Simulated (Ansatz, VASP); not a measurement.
**Cross-check of Zr (Zirconium) between VASP and Ansatz**

One calculation is typed for both programs; each brings its own data sets. How far apart do they land? The structure shown comes from an earlier Ansatz run, which isn't shown and may have moved the atoms alone.

Calculated with Ansatz 0.2.0; plane waves, with VASP 6.6.1 beside it; elastic constants at LDA.

**1. Starting point**

It takes space group P6_3/mmc (No. 194, hexagonal). The conventional cell has a = 3.153 Å, b = 3.153 Å, c = 5.062 Å, α = 90.00°, β = 90.00°, γ = 120.00°. Zr has 12 Zr at 3.12 to 3.15 Å nearest.

Coordinates:

```cif
data_structure
_symmetry_space_group_name_H-M 'P6_3/mmc'
_symmetry_Int_Tables_number 194
_cell_length_a 3.1532
_cell_length_b 3.1532
_cell_length_c 5.0621
_cell_angle_alpha 90.000
_cell_angle_beta 90.000
_cell_angle_gamma 120.000
_cell_volume 43.59
loop_
_atom_site_label
_atom_site_type_symbol
_atom_site_symmetry_multiplicity
_atom_site_Wyckoff_symbol
_atom_site_fract_x
_atom_site_fract_y
_atom_site_fract_z
_atom_site_occupancy
Zr1 Zr 2 c 0.33333 0.66667 0.25000 1
```

**2. Ansatz: elastic constants, LDA, pair 1**

Ansatz runs on its default PAW (the set named soft_2) files.

Elastic constants are differences of stresses under small strains, so they test the stress and the mesh.

input.yaml reads:

```yaml
crystal:
  lattice:
    - [3.1531906213, 0.0, 0.0]
    - [-1.5765953107, 2.730743181, 0.0]
    - [0.0, 0.0, 5.0620714405]
  atoms:
    - { symbol: Zr, position: [0.3333333333, 0.6666666667, 0.25] }
    - { symbol: Zr, position: [0.6666666667, 0.3333333333, 0.75] }
kpoints:
  mp_grid: { grid: [12, 12, 8] }
hamiltonian:
  xc: lda
scf:
  occupations: { method: gaussian, width: 0.1 }
output:
  forces: true
  stress: true
  eigenvalues: true
elastic:
  mode: relaxed_ion
  stencil: two_point
```

Launch:

```bash
$ ansatz run input.yaml --threads 4 --pin off --max-ram 8192MiB --backend cpu --events-out ev --progress --plain --runs-dir out
```

Numbers of over 12 decimals in the logs are rounded to 6 here.

Output:

```text
Engine: ansatz 0.2.0, x86_64-unknown-linux-gnu
Pseudopotentials: kind: paw
Pseudopotential: Zr, paw, valence charge 12, recommended cutoff 420 eV (normal), Zr.paw.azcp
Functional definition: SPW92
  exchange = slater_x
  correlation = pw_c
Crystal: 2 atoms, lattice volume = 43.587 Å³
Basis set: ecut = 420 eV, 845 PW (Γ)
Bands: 16, of which v1, the nominal top of the filled ones, is band 12 counted from 1 (11 counted from 0)
Symmetry: 24 space group operations
Space group: P63/mmc (ITA 194), of the structure as read, at distance tolerance 3.5e-5 Å
k-points: 95 of 1152
Non-local potential: Zr, projectors of the file, l = 0: 3, l = 1: 2, l = 2: 2, l = 3: 2
PAW form: soft (Blöchl's): semilocal exchange-correlation on the pseudo side does not see the compensation charge
PAW frozen core: Zr, regenerated for the run's functional, and the local potential with it (the file was generated under x = pbe(κ = 0.804, μ = 0.219515), c = pbe(β = 0.066725))
PAW one-centre angular grid: Zr, 590 points (default); XC on 64 Gauss nodes
Initial density: superposition of atomic densities (neutral atoms: chi_scale 0, normalization atom), corrected by the library's trained network
Initial wavefunctions: pseudopotential atomic-orbital guess
Functional: x = slater, c = lda
SCF iter   1: F=—  HF=-8154.929623 eV  |F-HF|=—  |Δ(HF+E_count)|=         —  Δρ=5.70e-3  dr2=3.83e-3  ethr=1.77e-3  ⟨swp⟩=4.8  Hψ=6493  notcnv=0
preconditioner: auto → none  [metal: Δε(μ)=0.011 eV  Ē_g=3.298 eV  σ=0.100 eV  W_gap=0.06  n_scr=8 (ndim 8)  ℏωp=15.9 eV  f_vac=0.000  D(μ)=2.32/eV (n_scr^D=22)  sad-step TF]
SCF iter   2: F=—  HF=-8154.928712 eV  |F-HF|=—  |Δ(HF+E_count)|=   9.11e-4  Δρ=3.23e-3  dr2=1.32e-3  ethr=1.60e-5  ⟨swp⟩=2.1  Hψ=3069  notcnv=0
SCF iter   3: F=—  HF=-8154.928814 eV  |F-HF|=—  |Δ(HF+E_count)|=   1.02e-4  Δρ=4.54e-4  dr2=5.21e-5  ethr=5.51e-6  ⟨swp⟩=2.1  Hψ=2597  notcnv=0
SCF iter   4: F=—  HF=-8154.928793 eV  |F-HF|=—  |Δ(HF+E_count)|=   2.07e-5  Δρ=1.21e-4  dr2=2.49e-6  ethr=2.17e-7  ⟨swp⟩=2.1  Hψ=2478  notcnv=0
SCF iter   5: F=—  HF=-8154.928793 eV  |F-HF|=—  |Δ(HF+E_count)|=   3.63e-7  Δρ=2.57e-5  dr2=1.41e-7  ethr=1.04e-8  ⟨swp⟩=2.0  Hψ=2427  notcnv=0
SCF iter   6: F=—  HF=-8154.928793 eV  |F-HF|=—  |Δ(HF+E_count)|=   6.09e-8  Δρ=5.37e-6  dr2=5.57e-9  ethr=5.89e-10  ⟨swp⟩=2.1  Hψ=2592  notcnv=0
SCF iter   7: F=—  HF=-8154.928793 eV  |F-HF|=—  |Δ(HF+E_count)|=   2.37e-9  Δρ=1.22e-6  dr2=2.84e-10  ethr=2.32e-11  ⟨swp⟩=2.6  Hψ=2689  notcnv=0
SCF iter   8: F=—  HF=-8154.928793 eV  |F-HF|=—  |Δ(HF+E_count)|=  1.26e-10  Δρ=6.76e-8  dr2=4.90e-13  ethr=1.18e-12  ⟨swp⟩=2.0  Hψ=2629  notcnv=0
SCF iter   9: F=-8154.928793 eV  HF=-8154.928793 eV  |F-HF|=3.64e-12  |Δ(HF+E_count)|=  2.73e-12  Δρ=4.89e-9  dr2=2.47e-15  ethr=1.00e-12  ⟨swp⟩=4.2  Hψ=4937  notcnv=0
SCF 1 converged in 9 iterations: F = -8154.928793 eV  dr2 = 2.47e-15
  greatest PAW one-centre occupation: 0.998 electrons in one spin orbital (limit 2), on the Zr atom at site 1 (counted from 0), in its partial waves of l = 0
Crystal: 2 atoms, lattice volume = 43.500 Å³
Symmetry: 8 space group operations
k-points: 215 of 1152
Initial density: handed on by an earlier stage of this run
Initial wavefunctions: pseudopotential atomic-orbital guess (no wavefunctions were taken with the density)
iter 1 solved again at ethr=1.38e-5 eV; its pass at ethr=3.10e-3 eV (dr2=3.32e-3 eV) is discarded
[...]
preconditioner: auto → none  [metal: Δε(μ)=0.003 eV  Ē_g=3.313 eV  σ=0.100 eV  W_gap=0.01  n_scr=8 (ndim 8)  ℏωp=15.9 eV  f_vac=0.000  D(μ)=2.31/eV (n_scr^D=22)]
[...]
SCF 2 converged in 8 iterations: F = -8154.928713 eV  dr2 = 9.13e-15
[...]
SCF 13 converged in 6 iterations: F = -8154.928784 eV  dr2 = 1.29e-20
[...]
SCF 14 converged in 9 iterations: F = -8154.928784 eV  dr2 = 4.10e-15
relax step   1: F+E_penalty+E_count = -8154.92878368 eV  Δ(F+E_penalty+E_count) = +0.000e0 eV  max|allowed force component| = 6.085e-6 eV/Å  Δτ_max = 0.0000 Å  (9 SCF iters, accepted)
[...]
SCF iter   1: F=—  HF=-8154.928784 eV  |F-HF|=—  |Δ(HF+E_count)|=         —  Δρ=1.92e-9  dr2=4.10e-15  ethr=1.00e-12  ⟨swp⟩=1.1  Hψ=27921  notcnv=0
iter 2 did not close the SCF: its close was put off for the readings that it lacked (scf_convergence_deferred on its scf_iter line)
SCF iter   2: F=-8154.928784 eV  HF=-8154.928784 eV  |F-HF|=5.46e-12  |Δ(HF+E_count)|=  5.46e-12  Δρ=1.40e-9  dr2=3.94e-15  ethr=4.17e-16 (applied; sched 1.00e-12)  ⟨swp⟩=2.0  Hψ=9000  notcnv=0
iter 3 did not close the SCF: its close was put off for the readings that it lacked (scf_convergence_deferred on its scf_iter line)
SCF iter   3: F=-8154.928784 eV  HF=-8154.928784 eV  |F-HF|=9.09e-13  |Δ(HF+E_count)|=  2.73e-12  Δρ=5.29e-10  dr2=6.73e-17  ethr=4.17e-16 (applied; sched 1.00e-12)  ⟨swp⟩=1.0  Hψ=5120  notcnv=0
iter 4 did not close the SCF: its close was put off for the readings that it lacked (scf_convergence_deferred on its scf_iter line)
SCF iter   4: F=-8154.928784 eV  HF=-8154.928784 eV  |F-HF|=9.09e-13  |Δ(HF+E_count)|=    0.00e0  Δρ=1.57e-10  dr2=1.44e-17  ethr=4.17e-16 (applied; sched 1.00e-12)  ⟨swp⟩=1.0  Hψ=5120  notcnv=0
iter 5 did not close the SCF: its close was put off for the readings that it lacked (scf_convergence_deferred on its scf_iter line)
SCF iter   5: F=-8154.928784 eV  HF=-8154.928784 eV  |F-HF|=5.46e-12  |Δ(HF+E_count)|=  9.09e-13  Δρ=3.60e-11  dr2=1.84e-18  ethr=4.17e-16 (applied; sched 1.00e-12)  ⟨swp⟩=1.0  Hψ=5120  notcnv=0
SCF iter   6: F=-8154.928784 eV  HF=-8154.928784 eV  |F-HF|=9.09e-13  |Δ(HF+E_count)|=    0.00e0  Δρ=8.19e-12  dr2=9.03e-20  ethr=1.00e-12  ⟨swp⟩=1.0  Hψ=11522  notcnv=0
SCF 15 converged in 6 iterations: F = -8154.928784 eV  dr2 = 9.03e-20
SCF converged after 9 iterations
Free energy (F): -8154.928793 eV
Harris-Foulkes:  -8154.928793 eV  (|F-HF|=3.64e-12)
Internal energy: -8154.917190 eV  (E = F + TS)
E sigma→0 (E₀):  -8154.922992 eV
Entropy (-TS):   -0.011603 eV (-5.801 meV/atom)
Fermi energy:    14.832252 eV
--- Per-component energies (eV) ---
  E_band       = -170.807323
  E_kinetic    = 669.570794
  E_local      = -1201.473929  (includes V_loc(G=0)·N_el)
  E_nonlocal   = 170.248298
  E_hartree    = 370.511733
  E_xc         = -321.612882
  E_vxc        = -382.098483  (∫ρ·V_xc dr)
  E_paw        = -5698.993900  (= ΣΔE_a)
  E_vpaw       = -168.077514  (= ΣTr[D̂ρ^β])
  E_aug_tail   = 0.000047  (compensation charges beyond the density's cutoff)
  E_ewald      = -2143.908154
  E_core_change = 0.740802  (= ΣΔE_core)
  E_smearing   = -0.011603  (= −TS)
  E_closure    = -0.000000  (closes the sum)
  Σ components = -8154.928793   (vs F -8154.928793, Δ=0.00e0)
--- Forces (eV/Å), atoms counted from 1 ---
  atom   1  Zr    -0.00000000     0.00000000     0.00000000
  atom   2  Zr     0.00000000    -0.00000000     0.00000000
  max |Σ_I F_I| component: 2.78e-17 eV/Å
--- Stress (GPa, compression-positive) ---
       -0.007334      -0.000000       0.000000
       -0.000000      -0.007334       0.000000
        0.000000       0.000000      -0.004328
  P = ⅓ Tr σ = -0.0063 GPa (-0.063 kbar)
--- Band table (eV; the first three rows and the last of 95) ---
  k-point 0: bands = [... 8 lower, 9.0793, 11.6092, 15.6856, 15.6856, 15.7721, 16.2830, 16.4226, 16.4226]
  k-point 1: bands = [... 8 lower, 9.2196, 11.6131, 15.6157, 15.6157, 15.6666, 16.0100, 16.3191, 16.3191]
  k-point 2: bands = [... 8 lower, 9.6190, 11.5743, 15.3904, 15.4188, 15.5138, 15.5138, 16.0737, 16.0737]
  k-point 94: bands = [... 8 lower, 13.2458, 13.2458, 13.4971, 13.4971, 14.8989, 14.8989, 16.9234, 16.9234]
--- Elastic constants: 3 strain directions × 2 members + reference (group order 24) ---
  dense FFT box of the reference and of every strained cell: 24×24×36
  strains applied: 11, 33, 23; error gains: componentwise 1.00 (the most a stress slope's error grows in a printed constant), spectral 1.41 (1 for all six strains in a standard setting)
  C = ∂σ_k/∂η_j (tension-positive GPa; Voigt order 11 22 33 23 13 12):
       139.609     78.154     81.358     -0.000      0.000     -0.000
        78.154    139.609     81.358     -0.000      0.000     -0.000
        81.351     81.351    166.786     -0.000      0.000     -0.000
        -0.000      0.000      0.000     16.625     -0.000     -0.000
        -0.000      0.000      0.000     -0.000     16.625     -0.000
        -0.000      0.000      0.000      0.000      0.000     30.727
  reference stress σ⁰ (GPa):      0.007      0.007      0.004     -0.000     -0.000      0.000
  C* (energy form; C + prestress term) asymmetry max|C*_kj − C*_jk| = 9.918e-3 GPa — a small one proves nothing (zero by symmetry where the batch's group is 432, −43m or m−3m); a large one is finite-difference/SCF noise where every solve meets its electron count
  moduli (Voigt/Reuss/Hill, GPa): K = 103.08/102.17/102.63   G = 26.47/23.56/25.02   E = 69.41   ν = 0.387
  mechanically stable: yes (min eigenvalue of sym C = 16.62 GPa)
  strain η (Voigt 11):  stress-route row diagonal C_11 = 139.61 GPa, energy-path curvature d²(F+E_count+ΔE)/dδ²/Ω₀ = 139.63 GPa
         δ    σ_11 (GPa)             F (eV)   n_scf  n_hpsi   n_pw
    -2.000e-3      -0.2720       -8154.9287195       6   45814    864   relax 3 steps, max|allowed force component| 2.98e-6 eV/Å
     2.000e-3       0.2864       -8154.9287130       6   45837    866   relax 3 steps, max|allowed force component| 2.00e-7 eV/Å
  strain η (Voigt 33):  stress-route row diagonal C_33 = 166.79 GPa, energy-path curvature d²(F+E_count+ΔE)/dδ²/Ω₀ = 166.78 GPa
         δ    σ_33 (GPa)             F (eV)   n_scf  n_hpsi   n_pw
    -2.000e-3      -0.3326       -8154.9287027       6   24836    862   relax 0 steps, max|allowed force component| 1.02e-16 eV/Å
     2.000e-3       0.3345       -8154.9286997       4   20590    864   relax 0 steps, max|allowed force component| 7.86e-17 eV/Å
  strain η (Voigt 23):  stress-route row diagonal C_44 = 16.62 GPa, energy-path curvature d²(F+E_count+ΔE)/dδ²/Ω₀ = 16.61 GPa
         δ    σ_23 (GPa)             F (eV)   n_scf  n_hpsi   n_pw
    -2.000e-3      -0.0332       -8154.9287837       6   68335    864   relax 1 steps, max|allowed force component| 6.09e-6 eV/Å
     2.000e-3       0.0332       -8154.9287837       6   68351    864   relax 1 steps, max|allowed force component| 6.09e-6 eV/Å
```

The column dr2 measures how far the density is from self-consistency, as an energy; F and HF (Harris–Foulkes) agree once it is small.

(Continued in part 2 of 2.)

[Lines on the potential files, build, host, timing and source positions are cut from VASP's logs without a mark.]

[Logs are printed without paths, hosts, clocks, repeated set-up lines and the standing remarks that a program may print on its own settings, such as how far it seeks lower states.]

[Hosts, paths, dates, database ids (printed as entryN), source tags and the programs' standing remarks are cut or masked in the printed files.]
